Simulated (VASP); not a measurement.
Output of a VASP run:

**OUTCAR**
```
 ion  position               nearest neighbor table
   1  0.667  0.333  0.500-   4 2.60   4 2.60   4 2.60   3 2.61
   2  0.333  0.667  1.000-   3 2.60   3 2.60   3 2.60   4 2.61
   3  0.667  0.333  0.876-   2 2.60   2 2.60   2 2.60   1 2.61
   4  0.333  0.667  0.376-   1 2.60   1 2.60   1 2.60   2 2.61
  LATTYP: Found a hexagonal cell.
 ALAT       =     4.2548220000
 C/A-ratio  =     1.6313145415
 Subroutine PRICEL returns:
 Original cell was already a primitive cell.
 Subroutine GETGRP returns: Found 12 space group operations
The static configuration has the point symmetry C_3v.
 The point group associated with its full space group is C_6v.
The dynamic configuration has the point symmetry C_3v.
 Subroutine INISYM returns: Found 12 space group operations
 Subroutine IBZKPT returns following result:
 Found     12 irreducible k-points:

 Following reciprocal coordinates:
            Coordinates               Weight
  0.125000  0.125000  0.125000     12.000000
  0.375000  0.125000  0.125000     24.000000
 -0.375000  0.125000  0.125000     24.000000
 -0.125000  0.125000  0.125000     12.000000
  0.375000  0.375000  0.125000     12.000000
 -0.375000  0.375000  0.125000     12.000000
  0.125000  0.125000  0.375000     12.000000
  0.375000  0.125000  0.375000     24.000000
 -0.375000  0.125000  0.375000     24.000000
 -0.125000  0.125000  0.375000     12.000000
  0.375000  0.375000  0.375000     12.000000
 -0.375000  0.375000  0.375000     12.000000
 Subroutine IBZKPT_HF returns following result:
   k-points           NKPTS =     12   k-points in BZ     NKDIM =    192   number of bands    NBANDS=     22
   number of dos      NEDOS =    301   number of ions     NIONS =      4
   total plane-waves  NPLWV =  23040
   dimension x,y,z NGX =    24 NGY =   24 NGZ =   40
   dimension x,y,z NGXF=    48 NGYF=   48 NGZF=   80
   ions per type =               2   2
   PREC   = accura    normal or accurate (medium, high low for compatibility)
   ISTART =      0    job   : 0-new  1-cont  2-samecut
   ICHARG =      2    charge: 1-file 2-atom 10-const
   ISPIN  =      1    spin polarized calculation?
   LNONCOLLINEAR =      F non collinear calculations
   LSORBIT =      F    spin-orbit coupling
   INIWAV =      1    electr: 0-lowe 1-rand  2-diag
   ENCUT  =  300.0 eV  22.05 Ry    4.70 a.u.   6.01  6.01  9.80*2*pi/ulx,y,z
   NELM   =    100;   NELMIN=  2; NELMDL= -5     # of ELM steps
   EDIFF  = 0.1E-05   stopping-criterion for ELM
   LREAL  =      F    real-space projection
   NLSPLINE    = F    spline interpolate recip. space projectors
   LMAXMIX     =    4 max onsite mixed and CHGCAR
   VOSKOWN=      0    Vosko Wilk Nusair interpolation
   EDIFFG = 0.1E-04   stopping-criterion for IOM
   NSW    =      0    number of steps for IOM
   NBLOCK =      1;   KBLOCK =      1    inner block; outer block
   IBRION =     -1    ionic relax: 0-MD 1-quasi-New 2-CG
   NFREE  =      0    steps in history (QN), initial steepest desc. (CG)
   ISIF   =      2    stress and relaxation
   ISYM   =      3    0-nonsym 1-usesym 2-fastsym
   TEIN   =    0.0    initial temperature
   TEBEG  =    0.0;   TEEND  =   0.0 temperature during run
   SMASS  =  -3.00    Nose mass-parameter (am)
   PSTRESS=    0.0 pullay stress
   NELECT =      36.0000    total number of electrons
   EFERMI =   0.00;   METHOD = LEGACY
   ISMEAR =     0;   SIGMA  =   0.01  broadening in eV -4-tet -1-fermi 0-gaus
   IALGO  =     38    algorithm
   LDIAG  =      T    sub-space diagonalisation (order eigenvalues)
   IMIX   =      1    mixing-type and parameters
     AMIX     =   0.40;   BMIX     =  1.00
     AMIX_MAG =   1.60;   BMIX_MAG =  1.00
     AMIN     =   0.10
   GGA     = B3    functional components
   VOSKOWN =     0    Vosko Wilk Nusair interpolation
   LHFCALC =     T    Hartree Fock is set to
   NKREDX  =     1    reduce k-point grid by
   AEXX    =    0.2000 exact exchange contribution
   HFSCREEN=    0.0000 screening length (either q_TF or 0.3 A-1)
   HFRCUT  =   -1.0000 spherical cutoff for potential kernel
...
```

File OSZICAR:
```
       N       E                     dE             d eps       ncg     rms          rms(c)
DAV:   1    -0.273451381138E+04   -0.27345E+04   -0.13706E+04   568   0.961E+02
DAV:   2    -0.291051215879E+04   -0.17600E+03   -0.17296E+03   588   0.278E+02
DAV:   3    -0.291824646479E+04   -0.77343E+01   -0.77136E+01   630   0.571E+01
DAV:   4    -0.291830666219E+04   -0.60197E-01   -0.60176E-01   582   0.483E+00
DAV:   5    -0.141004953534E+02    0.29042E+04   -0.13480E+01   528   0.418E+01    0.114E+01
DAV:   6    -0.132418476273E+02    0.85865E+00   -0.18730E+00   534   0.904E+00    0.771E+00
DAV:   7    -0.132093394158E+02    0.32508E-01   -0.77036E-01   594   0.446E+00    0.505E+00
DAV:   8    -0.132267668899E+02   -0.17427E-01   -0.66940E-02   606   0.143E+00    0.288E+00
DAV:   9    -0.132229468065E+02    0.38201E-02   -0.17673E-03   624   0.374E-01    0.161E+00
DAV:  10    -0.132212040622E+02    0.17427E-02   -0.17560E-03   612   0.237E-01    0.883E-01
DAV:  11    -0.132208193777E+02    0.38468E-03   -0.51916E-04   624   0.124E-01    0.499E-01
DAV:  12    -0.132207134485E+02    0.10593E-03   -0.99497E-05   624   0.720E-02    0.287E-01
DAV:  13    -0.132206831812E+02    0.30267E-04   -0.31339E-05   612   0.460E-02    0.166E-01
DAV:  14    -0.132206778170E+02    0.53642E-05   -0.12836E-05   624   0.290E-02    0.953E-02
DAV:  15    -0.132206786182E+02   -0.80118E-06   -0.47354E-06   612   0.172E-02
   1 F= -.13220679E+02 E0= -.13220679E+02  d E =-.140599E-23
```

**OUTCAR**
```
------------------------ aborting loop because EDIFF is reached ----------------------------------------
  FORCE on cell =-STRESS in cart. coord.  units (eV):
  Direction    XX          YY          ZZ          XY          YZ          ZX
  --------------------------------------------------------------------------------------
  Total       -7.6662827     -7.6662830      4.6107913      0.0000000      0.0000000      0.0000000
  in kB     -112.8711317   -112.8711353     67.8849513      0.0000000      0.0000000      0.0000000
  external PRESSURE =     -52.6191052 kB  Pullay stress =       0.0000000 kB
  volume of cell :      108.82
      direct lattice vectors                 reciprocal lattice vectors
     4.254822000  0.000000000  0.000000000     0.235027458  0.135693164  0.000000000
    -2.127411000  3.684784000  0.000000000     0.000000000  0.271386328  0.000000000
     0.000000000  0.000000000  6.940953000     0.000000000  0.000000000  0.144072435
  FREE ENERGIE OF THE ION-ELECTRON SYSTEM (eV)
  ---------------------------------------------------
  free  energy   TOTEN  =       -13.2206786182 eV

  energy  without entropy=      -13.2206786182  energy(sigma->0) =      -13.22067862

  exchange ACFDT corr.  =         0.00000000  see jH, gK, PRB 81, 115126
```
(Selected blocks of OUTCAR.)

**POSCAR**
```
CdSe
1
    4.2548220000     0.0000000000     0.0000000000
   -2.1274110000     3.6847840000     0.0000000000
    0.0000000000     0.0000000000     6.9409530000
Cd Se
2 2
Direct
  0.6666670000   0.3333330000   0.4999500000
  0.3333330000   0.6666670000   0.9999500000
  0.6666670000   0.3333330000   0.8759100000
  0.3333330000   0.6666670000   0.3759100000
```

Question: Reconstruct the remaining input files.

Answer: This is not unique; one that fits is the input of the run itself, B3LYP hybrid, plane waves, VASP's PBE PAW potentials (set 64).

KPOINTS:
```
Automatic mesh
0
Gamma
4 4 4
0.5 0.5 0.5
```

INCAR:
```
SYSTEM = CdSe
PREC = Accurate; ENCUT = 300; LREAL = .False.
LASPH = .True.; ISYM = 3
EDIFF = 1E-6; NELM = 100; ALGO = Normal
LMAXMIX = 4
ISMEAR = 0; SIGMA = 0.01
GGA = B3; AGGAC = 0.81; AGGAX = 0.72
ALDAC = 0.19; LHFCALC = .True.; AEXX = 0.2
HFRCUT = -1; PRECFOCK = Fast
ISIF = 2
LWAVE = .False.; LCHARG = .False.
```

POTCAR, in this order: Cd Se (PBE.64 set). Program: vasp_std.

At this cut-off the stress carries a Pulay error, which pulls relaxed volumes low.

The structure comes from a computed database's CdSe entry; how it stands against other phases isn't given here. The cell was not relaxed at this level. The k-mesh is coarse (spacing up to 0.43 per Å, 2π included), so the numbers may not be converged in it. The run is one of a series of settings (AEXX = 0.2, AGGAC = 0.81, AGGAX = 0.72, ALDAC = 0.19, GGA = B3, HFRCUT = -1, ISYM = 3, LHFCALC = .TRUE., PRECFOCK = Fast, KPOINTS 4×4×4 Γ-centred mesh shifted by (0.5, 0.5, 0.5) against the base run), some of them coarse on purpose.
